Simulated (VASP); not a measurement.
The system is MnRuN2.

```
Mn Ru N
1.0
    -1.85166    1.85166    3.53289
     1.85166   -1.85166    3.53289
     1.85166    1.85166   -3.53289
Mn Ru N
1 1 2
Direct
  0.00000 0.00000 0.00000
  0.50000 0.50000 0.00000
  0.73068 0.73068 0.00000
  0.26932 0.26932 0.00000
```

The cell was built by a generator and needn't be a form met in nature.

- Program: VASP 6.6.1
- Task: relaxation of cell and atoms
- Functional: PBE
- Potentials or basis: VASP PAW PBE potentials, release 64 (Mn_pv, Ru_pv, N)
- Cutoff: 520 eV
- k mesh: 6 × 6 × 6
- Occupations: gaussian, width 0.15 eV
- Spin: collinear spin, ferromagnetic start
- Starting moments: [4.0, 1.0, 0.0, 0.0] μB

At the start: pressure 36.7 GPa; volume 12.11 Å³/atom.

How do energy, volume and symmetry change on relaxing?

Over 11 steps the energy falls by 439.9 meV/atom and the volume is 12.58 Å³/atom (+3.8 %); space group I4/mmm (No. 139, to 0.05 Å); moment 1.15 μB per cell.

The path:
```tsv
step	energy change (eV)	largest force (eV/Å)	pressure (GPa)	volume (Å³)
1	0.0000	9.0624	36.71	48.45
2	5.3097	3.0005	-33.54	69.02
3	3.1516	1.3862	-36.65	62.34
4	0.6505	0.7474	-28.68	57.22
5	-1.1275	0.1886	-17.47	52.78
6	-1.5054	1.6391	-3.58	50.60
7	-1.5066	1.8301	-2.39	50.45
8	-1.7085	0.4246	5.78	49.88
9	-1.7479	0.5857	2.06	50.04
10	-1.7156	1.0300	-4.81	50.85
11	-1.7596	0.0159	-0.29	50.31
```

Final structure:
```xyz
4
Lattice="-1.8780 1.8780 3.5657 1.8780 -1.8780 3.5657 1.8780 1.8780 -3.5657" Properties=species:S:1:pos:R:3 pbc="T T T"
Mn    0.0000    0.0000    0.0000
Ru    0.0000    0.0000    3.5657
N     0.0000    0.0000    5.4014
N     0.0000    0.0000    1.7300
```

Caveat: the k mesh is coarse (spacing up to 0.40 Å⁻¹), so the values aren't converged; a cell with one magnetic atom can't hold antiferromagnetic order, which such compounds often take.
